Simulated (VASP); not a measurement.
# Lu2Al (Fm-3m) in VASP: band structure with optB86b-vdW

Aim: the band structure of Lu2Al with optB86b-vdW.

Everything below comes from runs of VASP 6.6.1. Logs are shortened: lines on timing, memory, paths and dates and some standing lists are left out, and cuts for length are marked.

### 1 The crystal as given

Symmetry: Fm-3m, No. 225, cubic system. The conventional cell has a = 6.994 Å, b = 6.994 Å, c = 6.994 Å, α = 90.00°, β = 90.00°, γ = 90.00°. Lu (site symmetry -43m) is surrounded by 4 Al at 3.03 Å. Around Al (site symmetry m-3m) lie 8 Lu at 3.03 Å.

The cell was built by a generator and needn't be a form met in nature.

### 2 Band structure, optB86b-vdW, non-collinear spin, antiferromagnetic start

The input, POSCAR:

```
Lu2Al
4.9458
    0.000000000000      0.707107040317      0.707107040317
    0.707107040317      0.000000000000      0.707107040317
    0.707107040317      0.707107040317      0.000000000000
Lu Al
2 1
Direct
    0.2500000000      0.2500000000      0.2500000000
    0.7500000000      0.7500000000      0.7500000000
    0.0000000000      0.0000000000      0.0000000000
```

The input, INCAR.step1:

```
  PREC = Accurate
  ENCUT = 520
  EDIFF = 1E-6
  ISMEAR = 0
  SIGMA = 0.05
  LREAL = False
  LASPH = True
  NELM = 80
  ALGO = Fast
  ISIF = 2
  LWAVE = False
  LCHARG = True
  LNONCOLLINEAR = True
  MAGMOM = 0.5 0 0 -0.5 0 0 0 0 0
  LORBIT = 11
  GGA = MK
  LUSE_VDW = True
  AGGAC = 0.0
  PARAM1 = 0.1234
  PARAM2 = 1.0
```

The input, KPOINTS.step1:

```
Automatic mesh
0
Gamma
  5 5 5
```

The input, INCAR.step2:

```
  PREC = Accurate
  ENCUT = 520
  EDIFF = 1E-6
  ISMEAR = 0
  SIGMA = 0.05
  LREAL = False
  LASPH = True
  NELM = 80
  ALGO = Fast
  ISIF = 2
  LWAVE = False
  LCHARG = False
  LNONCOLLINEAR = True
  MAGMOM = 0.5 0 0 -0.5 0 0 0 0 0
  LORBIT = 11
  GGA = MK
  LUSE_VDW = True
  AGGAC = 0.0
  PARAM1 = 0.1234
  PARAM2 = 1.0
  ICHARG = 11
```

The input, KPOINTS.step2:

```
path GXWKGLUWLK,UX
15
line-mode
reciprocal
 0.0000000000  0.0000000000  0.0000000000  G
 0.5000000000  0.0000000000  0.5000000000  X

 0.5000000000  0.0000000000  0.5000000000  X
 0.5000000000  0.2500000000  0.7500000000  W

 0.5000000000  0.2500000000  0.7500000000  W
 0.3750000000  0.3750000000  0.7500000000  K

 0.3750000000  0.3750000000  0.7500000000  K
 0.0000000000  0.0000000000  0.0000000000  G

 0.0000000000  0.0000000000  0.0000000000  G
 0.5000000000  0.5000000000  0.5000000000  L

 0.5000000000  0.5000000000  0.5000000000  L
 0.6250000000  0.2500000000  0.6250000000  U

 0.6250000000  0.2500000000  0.6250000000  U
 0.5000000000  0.2500000000  0.7500000000  W

 0.5000000000  0.2500000000  0.7500000000  W
 0.5000000000  0.5000000000  0.5000000000  L

 0.5000000000  0.5000000000  0.5000000000  L
 0.3750000000  0.3750000000  0.7500000000  K

 0.6250000000  0.2500000000  0.6250000000  U
 0.5000000000  0.0000000000  0.5000000000  X
```

Potentials or basis: VASP PAW PBE potentials, release 64 (Lu_3, Al), 4f in core.

Started as:

```bash
$ cat potpaw_PBE.64/Lu_3/POTCAR potpaw_PBE.64/Al/POTCAR > POTCAR
$ cp INCAR.step1 INCAR
$ cp KPOINTS.step1 KPOINTS
$ mpirun -np 1 vasp_ncl > vasp.out
$ cp INCAR.step2 INCAR
$ cp KPOINTS.step2 KPOINTS
$ mpirun -np 1 vasp_ncl > vasp.out
```

OUTCAR:

```text
PREC = Accurate
   ENCUT = 520
   EDIFF = 1E-6
   ISMEAR = 0
   LREAL = False
   LASPH = True
   NELM = 80
   ISIF = 2
   LNONCOLLINEAR = True
   LORBIT = 11
   GGA = MK
   ICHARG = 11

 ion  position               nearest neighbor table
   1  0.250  0.250  0.250-   3 3.03   3 3.03   3 3.03   3 3.03   2 3.50   2 3.50   2 3.50   2 3.50
                             2 3.50   2 3.50
   2  0.750  0.750  0.750-   3 3.03   3 3.03   3 3.03   3 3.03   1 3.50   1 3.50   1 3.50   1 3.50
                             1 3.50   1 3.50
   3  0.000  0.000  0.000-   2 3.03   2 3.03   2 3.03   1 3.03   2 3.03   1 3.03   1 3.03   1 3.03

  LATTYP: Found a face centered cubic cell.
 ALAT       =     6.9944200000

  Lattice vectors:

 A1 = (   0.0000000000,   3.4972100000,   3.4972100000)
 A2 = (   3.4972100000,   0.0000000000,   3.4972100000)
 A3 = (   3.4972100000,   3.4972100000,   0.0000000000)

Analysis of symmetry for initial positions (statically):
=====================================================================
 Subroutine PRICEL returns:
 Original cell was already a primitive cell.

 Routine SETGRP: Setting up the symmetry group for a
 face centered cubic supercell.

 Subroutine GETGRP returns: Found 48 space group operations
 (whereof 48 operations were pure point group operations)
 out of a pool of 48 trial point group operations.

The static configuration has the point symmetry O_h .

Analysis of symmetry for dynamics (positions and initial velocities):
=====================================================================
 Subroutine PRICEL returns:
 Original cell was already a primitive cell.

 Routine SETGRP: Setting up the symmetry group for a
 face centered cubic supercell.

 Subroutine GETGRP returns: Found 48 space group operations
 (whereof 48 operations were pure point group operations)
 out of a pool of 48 trial point group operations.

The dynamic configuration has the point symmetry O_h .

Analysis of structural, dynamic, and magnetic symmetry:
=====================================================================
 Subroutine PRICEL returns:
 Original cell was already a primitive cell.

 Routine SETGRP: Setting up the symmetry group for a
 face centered cubic supercell.

 Subroutine GETGRP returns: Found  8 space group operations
 (whereof  8 operations were pure point group operations)
 out of a pool of 48 trial point group operations.

The overall configuration has the point symmetry D_2d.

 Subroutine INISYM returns: Found  8 space group operations
 (whereof  8 operations are pure point group operations),
 and found     1 'primitive' translations

----------------------------------------------------------------------------------------

                                     Primitive cell

  volume of cell :      85.5451

  direct lattice vectors                    reciprocal lattice vectors
     0.000000000  3.497210000  3.497210000    -0.142971111  0.142971111  0.142971111
     3.497210000  0.000000000  3.497210000     0.142971111 -0.142971111  0.142971111
     3.497210000  3.497210000  0.000000000     0.142971111  0.142971111 -0.142971111

  length of vectors
     4.945801812  4.945801812  4.945801812     0.247633229  0.247633229  0.247633229

  position of ions in fractional coordinates (direct lattice)
     0.250000000  0.250000000  0.250000000
     0.750000000  0.750000000  0.750000000
     0.000000000  0.000000000  0.000000000

  ion indices of the primitive-cell ions
   primitive index   ion index
                 1           1
                 2           2
                 3           3

----------------------------------------------------------------------------------------

 KPOINTS: path GXWKGLUWLK,UX

Interpolating k-points between supplied coordinates.

 Line segments in fractional coordinates (reciprocal lattice):
    0.000000  0.000000  0.000000  ...  0.500000  0.000000  0.500000
    0.500000  0.000000  0.500000  ...  0.500000  0.250000  0.750000
    0.500000  0.250000  0.750000  ...  0.375000  0.375000  0.750000
    0.375000  0.375000  0.750000  ...  0.000000  0.000000  0.000000
    0.000000  0.000000  0.000000  ...  0.500000  0.500000  0.500000
[... 36 lines left out ...]
   number of dos      NEDOS =    301   number of ions     NIONS =      3
   total plane-waves  NPLWV =  64000
   dimension x,y,z NGX =    40 NGY =   40 NGZ =   40
   dimension x,y,z NGXF=    80 NGYF=   80 NGZF=   80
   ions per type =               2   1
   NGX,Y,Z   is equivalent  to a cutoff of  13.45, 13.45, 13.45 a.u.
   NGXF,Y,Z  is equivalent  to a cutoff of  26.89, 26.89, 26.89 a.u.
 SYSTEM =  unknown system
   PREC   = accura    normal or accurate (medium, high low for compatibility)
   ISTART =      0    job   : 0-new  1-cont  2-samecut
   ICHARG =     11    charge: 1-file 2-atom 10-const
   ISPIN  =      1    spin polarized calculation?
   LNONCOLLINEAR =      T non collinear calculations
   LSORBIT =      F    spin-orbit coupling
   LASPH  =      T    aspherical Exc in radial PAW
   ENCUT  =  520.0 eV  38.22 Ry    6.18 a.u.   9.20  9.20  9.20*2*pi/ulx,y,z
   NELM   =     80;   NELMIN=  2; NELMDL=  0     # of ELM steps
   EDIFF  = 0.1E-05   stopping-criterion for ELM
   LREAL  =      F    real-space projection
   EDIFFG = 0.1E-04   stopping-criterion for IOM
   NSW    =      0    number of steps for IOM
   IBRION =     -1    ionic relax: 0-MD 1-quasi-New 2-CG
   NFREE  =      0    steps in history (QN), initial steepest desc. (CG)
   ISIF   =      2    stress and relaxation
   ISYM   =      2    0-nonsym 1-usesym 2-fastsym
   POTIM  = 0.5000    time-step for ionic-motion
   TEBEG  =    0.0;   TEEND  =   0.0 temperature during run
   PSTRESS=    0.0 pullay stress
   NELECT =      21.0000    total number of electrons
   NUPDOWN=      -1.0000    fix difference up-down
   EMIN   =  10.00;   EMAX   =-10.00  energy-range for DOS
   EFERMI =   0.00;   METHOD = LEGACY
   ISMEAR =     0;   SIGMA  =   0.05  broadening in eV -4-tet -1-fermi 0-gaus
   EFERMI_NEDOS =   21; number of points for ismear=-14 and -15
   IALGO  =     68    algorithm
   IMIX   =      4    mixing-type and parameters
     AMIX     =   0.40;   BMIX     =  1.00
     AMIX_MAG =   1.60;   BMIX_MAG =  1.00
  volume/ion in A,a.u.               =      28.52       192.43
  Fermi-wavevector in a.u.,A,eV,Ry     =   1.025061  1.937084 14.296312  1.050749
  Thomas-Fermi vector in A             =   2.158881
   LORBIT       =     11    0 simple, 1 ext, 2 COOP (PROOUT), +10 PAW based schemes
   GGA     = MK    functional components
   LHFCALC =     F    Hartree Fock is set to
   AEXX    =    0.0000 exact exchange contribution
   IVDW_NL    =     1    kernel type
   BPARAM     = 6.3000
   IVDW    =     0    specifies the selected vdW correction
   LEPSILON=     F    determine dielectric tensor
   LRPA    =     F    only Hartree local field effects (RPA)
 RMM-DIIS sequential band-by-band and
 Gauss-broadening in eV      SIGMA  =   0.05
  energy-cutoff  :      520.00
  volume of cell :       85.55
 maximum number of plane-waves:      4664
 NGX is ok and might be reduce to    40

 number of electron      21.0000003 magnetization       0.0000000      0.0000000     -0.0000000

 Free energy of the ion-electron system (eV)
  ---------------------------------------------------
  ext. energy  EPLUGINS =         0.00000000
  ---------------------------------------------------
  free energy    TOTEN  =        -6.66457179 eV

  energy without entropy =       -6.65576054  energy(sigma->0) =       -6.66016616

 E-fermi :   2.7593     XC(G=0):  -9.4172

 val. band max:        2.7563365609   @ k =   0.5000   0.0357   0.5357
 cond. band min:       2.7599198508   @ k =   0.2500   0.0000   0.2500
 fundamental gap:      0.0035832899
 Fermi energy:         2.7593205609

 k-point     1 :       0.0000    0.0000    0.0000
  band No.  band energies     occupation
      1     -24.4088      1.00000
      2     -24.4088      1.00000
      3     -24.4088      1.00000
      4     -24.4088      1.00000
      5     -24.4088      1.00000
      6     -24.4088      1.00000
[... 733 lines left out ...]
     27       5.4037      0.00000
     28       5.5452      0.00000

 [... further k-points ...]

------------------------ aborting loop because EDIFF is reached ----------------------------------------

  FORCE on cell =-STRESS in cart. coord.  units (eV):
  Direction    XX          YY          ZZ          XY          YZ          ZX
  --------------------------------------------------------------------------------------
  -------------------------------------------------------------------------------------
  Total       -1.4578880     -0.7823366     -0.7823366      0.0000000      0.0000000      0.0000000
  in kB      -27.3048392    -14.6524117    -14.6524117      0.0000000      0.0000000      0.0000000
  external PRESSURE =     -18.8698875 kB  Pullay stress =       0.0000000 kB

 VOLUME and BASIS-vectors are now :
 -----------------------------------------------------------------------------
  energy-cutoff  :      520.00
  volume of cell :       85.55
      direct lattice vectors                 reciprocal lattice vectors
     0.000000000  3.497210000  3.497210000    -0.142971111  0.142971111  0.142971111
     3.497210000  0.000000000  3.497210000     0.142971111 -0.142971111  0.142971111
     3.497210000  3.497210000  0.000000000     0.142971111  0.142971111 -0.142971111

 POSITION                                       TOTAL-FORCE (eV/Angst)
 -----------------------------------------------------------------------------------
      1.74860      1.74860      1.74860         0.000000     -0.000000     -0.000000
      5.24581      5.24581      5.24581        -0.000000      0.000000      0.000000
      0.00000      0.00000      0.00000         0.000000      0.000000     -0.000000
 -----------------------------------------------------------------------------------
    total drift:                                0.000000      0.000000     -0.000000

  FREE ENERGIE OF THE ION-ELECTRON SYSTEM (eV)
  ---------------------------------------------------
  free  energy   TOTEN  =        -6.6645717858 eV

  energy  without entropy=       -6.6557605365  energy(sigma->0) =       -6.66016616

Total vdW correction in eV:      4.1210150

 total charge

# of ion       s       p       d       tot
------------------------------------------
    1        0.477   6.463   0.829   7.769
    2        0.477   6.463   0.829   7.769
    3        0.431   0.392   0.000   0.823
--------------------------------------------------
tot          1.384  13.319   1.658  16.361

 magnetization (x)

# of ion       s       p       d       tot
------------------------------------------
    1        0.000   0.000   0.000   0.000
    2       -0.000  -0.000  -0.000  -0.000
    3        0.000  -0.000   0.000   0.000
--------------------------------------------------
tot         -0.000  -0.000  -0.000  -0.000

 magnetization (y)

# of ion       s       p       d       tot
------------------------------------------
    1        0.000   0.000   0.000   0.000
    2        0.000   0.000   0.000   0.000
    3        0.000  -0.000   0.000  -0.000
--------------------------------------------------
tot          0.000  -0.000   0.000  -0.000

 magnetization (z)

# of ion       s       p       d       tot
------------------------------------------
    1        0.000   0.000   0.000   0.000
    2        0.000   0.000   0.000   0.000
    3        0.000   0.000   0.000   0.000
--------------------------------------------------
tot          0.000   0.000   0.000   0.000
```

It took 55 min on 1 thread of Intel Xeon Platinum 8488C (Sapphire Rapids), shared host; peak memory 1.2 GiB.

What came out:

| Item | Value |
| --- | --- |
| Band gap along the path | none (metal or under the smearing width) |
| Net moment | 0.00 μB per cell |

Levels at the corners of the path, in eV from the Fermi level:
```csv
point,band 20,band 21,band 22,band 23,band 24,band 25
Γ,-1.35,-0.11,-0.11,-0.11,-0.11,2.64
X,-0.60,-0.07,-0.07,-0.07,-0.07,0.73
X,-0.60,-0.07,-0.07,-0.07,-0.07,0.73
W,-0.87,0.11,0.11,1.03,1.03,1.03
W,-0.87,0.11,0.11,1.03,1.03,1.03
K,-0.56,-0.24,-0.24,1.03,1.03,1.05
K,-0.56,-0.24,-0.24,1.03,1.03,1.05
Γ,-1.35,-0.11,-0.11,-0.11,-0.11,2.64
Γ,-1.35,-0.11,-0.11,-0.11,-0.11,2.64
L,-0.63,0.93,0.93,0.93,0.94,1.07
L,-0.63,0.93,0.93,0.93,0.94,1.07
U,-0.56,-0.24,-0.24,1.03,1.03,1.05
U,-0.56,-0.24,-0.24,1.03,1.03,1.05
W,-0.87,0.11,0.11,1.03,1.03,1.03
W,-0.87,0.11,0.11,1.03,1.03,1.03
L,-0.63,0.93,0.93,0.93,0.93,1.07
L,-0.63,0.93,0.93,0.93,0.94,1.07
K,-0.56,-0.24,-0.24,1.03,1.03,1.05
U,-0.56,-0.24,-0.24,1.03,1.03,1.05
X,-0.60,-0.07,-0.07,-0.07,-0.07,0.73
```

Moments on the atoms (μB; x, y, z):
```
Lu  0.00 0.00 0.00
Lu  0.00 0.00 0.00
Al  0.00 0.00 0.00
```

Caveat: the log is that of the step along the path at fixed density, whose energy, stress, charges and moments have no meaning; the PAW data sets were made with another functional, which shifts forces and pressure a little; spin-orbit coupling is left out, which moves the levels of the heavy elements.
